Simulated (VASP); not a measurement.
Given:

```
PtAs
1.0
    0.00000     2.78265     2.78265
    2.78265     0.00000     2.78265
    2.78265     2.78265     0.00000
Pt As
1 1
Direct
  0.00000   0.00000   0.00000
  0.25000   0.25000   0.25000
```

These are r2SCAN meta-GGA, VASP's PBE PAW potentials (set 64) (plane waves; VASP) values and carry that method's errors. Numerical set-up: 400 eV cut-off, 10×10×10 Γ-centred mesh, first-order Methfessel-Paxton smearing of 0.10 eV, potentials Pt As.

Unless said otherwise, spin-orbit coupling is left out, though it shifts the bands of the heavy elements here.

### Question
What does the run give for the energy per atom (σ→0), band gap (on the k-mesh) with the smallest direct gap where there is one?

### Answer

The band gap (on the k-mesh) comes out as none (metal, semimetal or under 0.01 eV) and the energy per atom (σ→0) comes out as -33.284 eV/atom.

Only differences to runs with the same potentials and settings are physical.

The structure was generated: PtAs was put into the zinc blende type (F-43m), which need not be its known phase. It was relaxed first, which changed the volume by -16 %. The start is the result of an earlier pass. The electron count is odd and the run is not spin-polarised, which forces a metal.
